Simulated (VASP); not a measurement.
```
CoO
1.0
    0.00000     2.21703     2.21703
    2.21703     0.00000     2.21703
    2.21703     2.21703     0.00000
Co O
1 1
Direct
  0.00000   0.00000   0.00000
  0.25000   0.25000   0.25000
```
Starting moments (μB, in the order of the record's atoms Co O): 3.0 0.0.

Computed with PBEsol GGA, VASP's PBE PAW potentials (set 64) (plane waves; VASP). Numerical set-up: 520 eV cut-off, 13×13×13 Γ-centred mesh, first-order Methfessel-Paxton smearing of 0.10 eV, potentials Co O.

Energy and stress use the plane-wave basis of the starting cell. The moments were started parallel, and other spin orders were not tried in this run.

### Question
The ions, cell shape and volume are relaxed. Which structure does the run end with?

### Answer

```
CoO
1.0
    0.00000     2.17444     2.17444
    2.17444     0.00000     2.17444
    2.17444     2.17444     0.00000
Co O
1 1
Direct
  0.00000   0.00000   0.00000
  0.25000   0.25000   0.25000
```
Space group F-43m (216), at a tolerance of 0.03 Å. The cell ends with 1.83 μB, on the sites 1.63 0.16 μB.

### Question
How do energy and volume change from the first to the last step?

### Answer
The energy (σ→0) changes by -10.7 meV/atom and the volume by -5.7 %, in 5 ionic steps.

```
step  E(σ→0) (eV)  max force (eV/Å)  pressure (GPa)  volume (Å³)
----  -----------  ----------------  --------------  -----------
1        -14.2568             0.000           -3.53        21.79
2        -14.2734             0.000           -2.33        21.05
3        -14.2777             0.000           -0.98        20.69
4        -14.2702             0.000            4.54        19.99
5        -14.2781             0.000           -0.05        20.56
```

The structure was generated: CoO was put into the zinc blende type (F-43m), which need not be its known phase. This run relaxes it. Symmetry was kept, so distortions that lower it aren't found.
